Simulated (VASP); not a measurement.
All values below come from r2SCAN meta-GGA, VASP's PBE PAW potentials (set 64) (plane waves; VASP).

VASP ran on this input.

**INCAR**
```
SYSTEM = WSe2 bilayer
PREC = Normal
ENCUT = 400
EDIFF = 1E-5
NELM = 100
ALGO = Normal
LREAL = .FALSE.
LASPH = .TRUE.
ISMEAR = 0
SIGMA = 0.05
METAGGA = R2SCAN
LMIXTAU = .TRUE.
LMAXMIX = 6
LWAVE = .TRUE.
LCHARG = .FALSE.
NELMIN = 4
IBRION = 2
ISIF = 4
NSW = 50
EDIFFG = -0.03
```

**POSCAR**
```
WSe2 bilayer
1.0
  3.3172505064   0.0000000000   0.0000000000
 -1.6586252532   2.8728228742   0.0000000000
  0.0000000000   0.0000000000  27.2091775928
W Se
2 4
direct
  0.6666670000   0.3333330000   0.3745340000
  0.3333330000   0.6666670000   0.6254660000
  0.3333330000   0.6666670000   0.4392740000
  0.3333330000   0.6666670000   0.3097930000
  0.6666670000   0.3333330000   0.6902070000
  0.6666670000   0.3333330000   0.5607260000
```

KPOINTS:
```
Automatic mesh
0
Gamma
12 12 1
0 0 0
```

POTCAR, in this order: W_sv Se (PBE.64 set). Program: vasp_std.

Output

File OSZICAR:
```
...
DAV:   1    -0.163535441434E+03   -0.41899E-01   -0.25149E+00  1178   0.105E+01    0.123E+00
DAV:   2    -0.163520615263E+03    0.14826E-01   -0.16907E-01  1207   0.261E+00    0.533E-01
DAV:   3    -0.163518044162E+03    0.25711E-02   -0.17736E-02  1277   0.862E-01    0.296E-01
DAV:   4    -0.163518689089E+03   -0.64493E-03   -0.11196E-02  1320   0.660E-01    0.975E-02
DAV:   5    -0.163518348105E+03    0.34098E-03   -0.20016E-03  1276   0.345E-01    0.493E-02
DAV:   6    -0.163518470600E+03   -0.12250E-03   -0.19557E-04  1283   0.102E-01    0.243E-02
DAV:   7    -0.163518321081E+03    0.14952E-03   -0.44323E-04  1227   0.157E-01    0.149E-02
DAV:   8    -0.163518368860E+03   -0.47779E-04   -0.18173E-04  1047   0.111E-01    0.815E-03
DAV:   9    -0.163518512633E+03   -0.14377E-03   -0.64442E-05  1054   0.695E-02    0.472E-03
DAV:  10    -0.163518471559E+03    0.41074E-04   -0.10897E-04  1131   0.737E-02    0.572E-03
DAV:  11    -0.163518574265E+03   -0.10271E-03   -0.28915E-05   980   0.438E-02    0.356E-03
DAV:  12    -0.163518683293E+03   -0.10903E-03   -0.44730E-05  1022   0.476E-02    0.176E-03
DAV:  13    -0.163518710187E+03   -0.26894E-04   -0.59860E-06   901   0.190E-02    0.163E-03
DAV:  14    -0.163518720887E+03   -0.10700E-04   -0.21946E-06   764   0.125E-02    0.812E-04
DAV:  15    -0.163518721359E+03   -0.47222E-06   -0.29923E-06   815   0.144E-02
   5 F= -.16351872E+03 E0= -.16351872E+03  d E =-.251782E-01
       N       E                     dE             d eps       ncg     rms          rms(c)
DAV:   1    -0.163608516225E+03   -0.89795E-01   -0.10356E+01  1178   0.212E+01    0.258E+00
DAV:   2    -0.163553410380E+03    0.55106E-01   -0.71202E-01  1208   0.534E+00    0.110E+00
DAV:   3    -0.163543010459E+03    0.10400E-01   -0.54704E-02  1463   0.153E+00    0.627E-01
DAV:   4    -0.163536828730E+03    0.61817E-02   -0.41062E-02  1281   0.128E+00    0.233E-01
DAV:   5    -0.163538669672E+03   -0.18409E-02   -0.72355E-03  1323   0.602E-01    0.107E-01
DAV:   6    -0.163538440549E+03    0.22912E-03   -0.65041E-04  1463   0.179E-01    0.544E-02
DAV:   7    -0.163538025270E+03    0.41528E-03   -0.14375E-03  1241   0.293E-01    0.323E-02
DAV:   8    -0.163537880442E+03    0.14483E-03   -0.46450E-04  1241   0.180E-01    0.189E-02
DAV:   9    -0.163538702684E+03   -0.82224E-03   -0.21171E-04  1082   0.114E-01    0.113E-02
DAV:  10    -0.163538847281E+03   -0.14460E-03   -0.24171E-04  1103   0.108E-01    0.138E-02
DAV:  11    -0.163538675182E+03    0.17210E-03   -0.99294E-05  1061   0.848E-02    0.886E-03
DAV:  12    -0.163538931379E+03   -0.25620E-03   -0.95674E-05  1152   0.705E-02    0.359E-03
DAV:  13    -0.163539041916E+03   -0.11054E-03   -0.50550E-05  1052   0.546E-02    0.493E-03
DAV:  14    -0.163539030970E+03    0.10946E-04   -0.20897E-05   946   0.405E-02    0.291E-03
DAV:  15    -0.163539081219E+03   -0.50250E-04   -0.13371E-05   868   0.293E-02    0.240E-03
DAV:  16    -0.163539107039E+03   -0.25820E-04   -0.74118E-06   818   0.230E-02    0.214E-03
DAV:  17    -0.163539138776E+03   -0.31737E-04   -0.90176E-06   798   0.262E-02    0.145E-03
DAV:  18    -0.163539156174E+03   -0.17398E-04   -0.60796E-06   796   0.207E-02    0.110E-03
DAV:  19    -0.163539157066E+03   -0.89201E-06   -0.34845E-06   758   0.157E-02
   6 F= -.16353916E+03 E0= -.16353916E+03  d E =-.456139E-01
       N       E                     dE             d eps       ncg     rms          rms(c)
DAV:   1    -0.163573609755E+03   -0.34454E-01   -0.59508E+00  1178   0.224E+01    0.169E+00
DAV:   2    -0.163550671091E+03    0.22939E-01   -0.75475E-01  1220   0.592E+00    0.869E-01
DAV:   3    -0.163538599115E+03    0.12072E-01   -0.38066E-02  1430   0.130E+00    0.464E-01
DAV:   4    -0.163534672483E+03    0.39266E-02   -0.19884E-02  1407   0.843E-01    0.219E-01
DAV:   5    -0.163535811324E+03   -0.11388E-02   -0.21529E-03  1557   0.308E-01    0.117E-01
DAV:   6    -0.163536146230E+03   -0.33491E-03   -0.42220E-04  1456   0.125E-01    0.636E-02
DAV:   7    -0.163536577245E+03   -0.43102E-03   -0.59692E-04  1360   0.140E-01    0.292E-02
DAV:   8    -0.163536688582E+03   -0.11134E-03   -0.76275E-05  1243   0.652E-02    0.144E-02
DAV:   9    -0.163537049808E+03   -0.36123E-03   -0.15130E-04  1124   0.670E-02    0.865E-03
DAV:  10    -0.163537317220E+03   -0.26741E-03   -0.60343E-05  1187   0.486E-02    0.846E-03
DAV:  11    -0.163537423847E+03   -0.10663E-03   -0.15171E-05  1074   0.293E-02    0.596E-03
DAV:  12    -0.163537537929E+03   -0.11408E-03   -0.47485E-05  1105   0.414E-02    0.247E-03
DAV:  13    -0.163537568592E+03   -0.30663E-04   -0.14867E-05   852   0.315E-02    0.306E-03
DAV:  14    -0.163537587643E+03   -0.19051E-04   -0.10037E-05   820   0.250E-02    0.964E-04
DAV:  15    -0.163537597960E+03   -0.10317E-04   -0.83713E-06   820   0.205E-02    0.666E-04
DAV:  16    -0.163537606237E+03   -0.82775E-05   -0.32293E-06   765   0.151E-02
   7 F= -.16353761E+03 E0= -.16353761E+03  d E =0.155083E-02
       N       E                     dE             d eps       ncg     rms          rms(c)
DAV:   1    -0.163554669006E+03   -0.17071E-01   -0.16438E+00  1178   0.119E+01    0.864E-01
DAV:   2    -0.163551318794E+03    0.33502E-02   -0.20148E-01  1192   0.308E+00    0.451E-01
DAV:   3    -0.163546567802E+03    0.47510E-02   -0.11650E-02  1444   0.748E-01    0.238E-01
DAV:   4    -0.163545354389E+03    0.12134E-02   -0.55721E-03  1362   0.465E-01    0.108E-01
DAV:   5    -0.163545354206E+03    0.18267E-06   -0.66279E-04  1518   0.188E-01    0.586E-02
DAV:   6    -0.163545310438E+03    0.43768E-04   -0.44955E-04  1075   0.168E-01    0.296E-02
DAV:   7    -0.163545303401E+03    0.70375E-05   -0.22895E-04  1118   0.115E-01    0.138E-02
DAV:   8    -0.163545406500E+03   -0.10310E-03   -0.55238E-05  1152   0.612E-02    0.812E-03
DAV:   9    -0.163545567250E+03   -0.16075E-03   -0.72419E-05  1131   0.561E-02    0.453E-03
DAV:  10    -0.163545654608E+03   -0.87357E-04   -0.68272E-05  1131   0.553E-02    0.506E-03
DAV:  11    -0.163545662948E+03   -0.83401E-05   -0.80165E-06   883   0.220E-02
   8 F= -.16354566E+03 E0= -.16354566E+03  d E =-.650588E-02
       N       E                     dE             d eps       ncg     rms          rms(c)
DAV:   1    -0.163545698054E+03   -0.43447E-04   -0.55183E-04  1276   0.219E-01    0.158E-02
DAV:   2    -0.163545694424E+03    0.36300E-05   -0.79724E-05  1241   0.651E-02    0.844E-03
DAV:   3    -0.163545692763E+03    0.16616E-05   -0.82740E-06   830   0.227E-02    0.462E-03
DAV:   4    -0.163545696408E+03   -0.36450E-05   -0.68088E-06   800   0.194E-02
   9 F= -.16354570E+03 E0= -.16354570E+03  d E =-.653934E-02
       N       E                     dE             d eps       ncg     rms          rms(c)
DAV:   1    -0.163545953748E+03   -0.26098E-03   -0.35790E-02  1220   0.179E+00    0.132E-01
DAV:   2    -0.163545795436E+03    0.15831E-03   -0.49538E-03  1325   0.459E-01    0.773E-02
DAV:   3    -0.163545331126E+03    0.46431E-03   -0.63863E-04  1248   0.184E-01    0.402E-02
DAV:   4    -0.163545572033E+03   -0.24091E-03   -0.21274E-04  1124   0.918E-02    0.224E-02
DAV:   5    -0.163545725879E+03   -0.15385E-03   -0.14563E-04  1089   0.851E-02    0.990E-03
DAV:   6    -0.163545723323E+03    0.25557E-05   -0.12856E-05   974   0.292E-02
  10 F= -.16354572E+03 E0= -.16354572E+03  d E =-.269155E-04
       N       E                     dE             d eps       ncg     rms          rms(c)
DAV:   1    -0.163545833759E+03   -0.10788E-03   -0.62582E-03  1185   0.752E-01    0.561E-02
DAV:   2    -0.163545826813E+03    0.69462E-05   -0.87357E-04  1304   0.194E-01    0.325E-02
DAV:   3    -0.163545756315E+03    0.70498E-04   -0.85287E-05  1245   0.676E-02    0.167E-02
DAV:   4    -0.163545794712E+03   -0.38397E-04   -0.28621E-05  1045   0.331E-02    0.876E-03
DAV:   5    -0.163545824847E+03   -0.30135E-04   -0.13458E-05   870   0.274E-02    0.359E-03
DAV:   6    -0.163545826295E+03   -0.14477E-05   -0.18950E-06   736   0.113E-02
  11 F= -.16354583E+03 E0= -.16354583E+03  d E =-.129887E-03
```

OUTCAR:
```
------------------------ aborting loop because EDIFF is reached ----------------------------------------
  FORCE on cell =-STRESS in cart. coord.  units (eV):
  Direction    XX          YY          ZZ          XY          YZ          ZX
  --------------------------------------------------------------------------------------
  Total       -0.0309237     -0.0309237     -0.0324590     -0.0000000      0.0000000      0.0000000
  in kB       -0.1910730     -0.1910729     -0.2005594     -0.0000000      0.0000000      0.0000000
  external PRESSURE =      -0.1942351 kB  Pullay stress =       0.0000000 kB
  volume of cell :      259.30
      direct lattice vectors                 reciprocal lattice vectors
     3.316981035 -0.000000000  0.000000000     0.301478962  0.174058976 -0.000000000
    -1.658490517  2.872589573 -0.000000000     0.000000000  0.348117952 -0.000000000
    -0.000000000  0.000000000 27.213598077    -0.000000000  0.000000000  0.036746335
 POSITION                                       TOTAL-FORCE (eV/Angst)
 -----------------------------------------------------------------------------------
      1.65849      0.95753     10.18648        -0.000000      0.000000      0.006275
     -0.00000      1.91506     17.02711         0.000000     -0.000000     -0.006275
     -0.00000      1.91506     11.85008        -0.000000     -0.000000     -0.002857
     -0.00000      1.91506      8.52462         0.000000      0.000000     -0.005151
      1.65849      0.95753     18.68897        -0.000000     -0.000000      0.005151
      1.65849      0.95753     15.36352         0.000000      0.000000      0.002857
 -----------------------------------------------------------------------------------
    total drift:                                0.000000     -0.000000      0.000000
  FREE ENERGIE OF THE ION-ELECTRON SYSTEM (eV)
  ---------------------------------------------------
  free  energy   TOTEN  =      -163.5458262946 eV

  energy  without entropy=     -163.5458262946  energy(sigma->0) =     -163.54582629

 reached required accuracy - stopping structural energy minimisation
```
(Selected blocks of OUTCAR.)

**CONTCAR**
```
WSe2 bilayer
   1.00000000000000
     3.3169810349019029   -0.0000000000000000    0.0000000000000000
    -1.6584905174509514    2.8725895728611488   -0.0000000000000000
    -0.0000000000000000    0.0000000000000000   27.2135980766019472
  W               Se
     2     4
Direct
     0.6666669999999968    0.3333330000000032    0.3743159800720202
     0.3333330000000032    0.6666669999999968    0.6256840199279798
     0.3333330000000032    0.6666669999999968    0.4354469103666769
     0.3333330000000032    0.6666669999999968    0.3132486772040396
     0.6666669999999968    0.3333330000000032    0.6867513227959602
     0.6666669999999968    0.3333330000000032    0.5645530896333231
```

The cell is a sheet with vacuum, built from WSe2 (2H layered).
